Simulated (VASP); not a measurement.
```
CELL_PARAMETERS angstrom
      0.00000     3.16497     3.16497
      3.16497     0.00000     3.16497
      3.16497     3.16497     0.00000
ATOMIC_POSITIONS crystal
  Ga 0.00000 0.00000 0.00000
  Bi 0.25000 0.25000 0.25000
```

Computed with PBEsol GGA, VASP's PBE PAW potentials (set 64) (plane waves; VASP). Numerical set-up: 400 eV cut-off, 11×11×11 Γ-centred mesh, tetrahedra with Blöchl corrections, potentials Ga_d Bi_d.

Unless said otherwise, spin-orbit coupling is left out, though it shifts the bands of the heavy elements here.

What does the run give for the energy per atom (σ→0), band gap (on the k-mesh) with the smallest direct gap where there is one?

band gap (on the k-mesh): none (metal, semimetal or under 0.01 eV)
energy per atom (σ→0): -3.774 eV/atom

The structure was generated: GaBi was put into the zinc blende type (F-43m), which need not be its known phase. It was relaxed first.
